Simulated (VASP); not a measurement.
Here is the system:

```yaml
crystal:
  lattice:
    - [0.00000, 1.73813, 1.73813]
    - [1.73813, 0.00000, 1.73813]
    - [1.73813, 1.73813, 0.00000]
  atoms:
    - { symbol: Ni, position: [0.00000, 0.00000, 0.00000], spin: 0.8 }
```

The numbers are results of r2SCAN meta-GGA, VASP's PBE PAW potentials (set 64) (plane waves; VASP 6.6.1), not measurements. Settings: 480 eV cut-off, 16×16×16 Γ-centred mesh, first-order Methfessel-Paxton smearing of 0.10 eV, potentials Ni.

Each row applies one change to this cell, which was relaxed at other settings and keeps the small stress of the first row; at a fixed cut-off the stress holds a Pulay part, so it need not integrate to ΔE exactly. Stress is in GPa, positive when the cell is compressed.

```csv
change,ΔE (meV/atom),σxx,σyy,σzz,"largest shear component, with its sign (GPa)",largest force (eV/Å),moment (μB)
none,0.0,0.92,0.92,0.92,0.00,0.000,0.75
biaxial strain of -0.5 % in the xy plane,1.4,3.41,3.41,2.71,0.00,0.000,0.75
uniaxial strain of -1.0 % along x,1.7,4.11,2.73,2.73,0.00,0.000,0.75
biaxial strain of +1.0 % in the xz plane,1.8,-3.72,-2.47,-3.72,0.00,0.000,0.76
isotropic strain of +0.5 %,0.6,-2.31,-2.31,-2.31,0.00,0.000,0.76
uniaxial strain of +4.0 % along z,___,___,___,___,___,___,___
```

**Question.** What belongs in the gaps?

**Answer.** 
- uniaxial strain of +4.0 % along z, ΔE (meV/atom): 12.8
- uniaxial strain of +4.0 % along z, σxx: -5.19
- uniaxial strain of +4.0 % along z, σyy: -5.19
- uniaxial strain of +4.0 % along z, σzz: -10.49
- uniaxial strain of +4.0 % along z, largest shear component, with its sign (GPa): 0.00
- uniaxial strain of +4.0 % along z, largest force (eV/Å): 0.000
- uniaxial strain of +4.0 % along z, moment (μB): 0.76

Failed runs are left out, and for metals the shear rows, which the mesh's noise covers.

The compound is Ni in the fcc structure. The spin order is the one that the start imposed; others were not tried in this run.
